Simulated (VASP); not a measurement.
Given:

```
AlCo
1.0
    2.83621     0.00000     0.00000
    0.00000     2.83621     0.00000
    0.00000     0.00000     2.83621
Al Co
1 1
Direct
  0.50000   0.50000   0.50000
  0.00000   0.00000   0.00000
```

These are rev-vdW-DF2, VASP's PBE PAW potentials (set 64) (plane waves; VASP) values and carry that method's errors. Run with 520 eV cut-off, Gaussian smearing of 0.050 eV, potentials Al Co.

Task: Give the energies of bands 1 to 9 at the high-symmetry points, in eV from the Fermi level.

Result: 
```
band       Γ      X      M      R
----  ------  -----  -----  -----
1     -11.18  -6.84  -5.34  -4.04
2      -3.06  -6.72  -3.15  -4.04
3      -3.06  -2.46  -2.71  -4.04
4      -0.91  -1.80  -2.71  -0.25
5      -0.91  -1.80  -1.59  -0.25
6      -0.91  -0.80  -1.59   2.38
7       6.00   0.14  -0.29   2.38
8       6.00   8.45   2.41   2.38
9       6.00  10.65   3.51   4.21
```

It has no gap at this level: it comes out as a metal or semimetal.

The compound is CoAl in the CsCl type structure. It was relaxed first. The run is not spin-polarised, so no magnetic state was tried.
